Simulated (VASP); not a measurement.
KMgF3 (cubic perovskite), at 0.96 of the tabulated volume:

```yaml
crystal:
  lattice:
    - [3.93607, 0.00000, 0.00000]
    - [0.00000, 3.93607, 0.00000]
    - [0.00000, 0.00000, 3.93607]
  atoms:
    - { symbol: K, position: [0.00000, 0.00000, 0.00000] }
    - { symbol: Mg, position: [0.50000, 0.50000, 0.50000] }
    - { symbol: F, position: [0.50000, 0.00000, 0.50000] }
    - { symbol: F, position: [0.00000, 0.50000, 0.50000] }
    - { symbol: F, position: [0.50000, 0.50000, 0.00000] }
```

The lowest empty band near Γ, direction [100], from mBJ (TB09) with spin-orbit coupling in VASP (PAW); its two spin partners are averaged. The gap over the points computed is 10.99 eV, and the next band on that side lies 1.46 eV away at the edge.

Numerical set-up: 520 eV cut-off, 6×6×6 Γ-centred mesh, Gaussian smearing of 0.050 eV, potentials K_sv Mg F.

```json
[
 {"distance from the edge in k (1/Å)": "0.025", "distance in energy (meV)": "4.1"},
 {"distance from the edge in k (1/Å)": "0.035", "distance in energy (meV)": "7.9"},
 {"distance from the edge in k (1/Å)": "0.050", "distance in energy (meV)": "16.2"},
 {"distance from the edge in k (1/Å)": "0.070", "distance in energy (meV)": "31.5"}
]
```

Q: Fit E(1 + αE) = ħ²k²/2m* (ħ²/2m0 = 3.810 eV Å²) and predict the row at 0.095 1/Å.

A: The rows don't resolve α, so a parabola serves: the electron mass is m* = 0.592 m0, and so 58.1 meV. The run gave 57.9 meV, -0.2 meV from the fit.

Left out are points under 3 meV from the edge, since the levels carry 0.1 meV, and points farther than half the way to the next band.

The compound is KMgF3 in the cubic perovskite structure. The cell was not relaxed at this level.
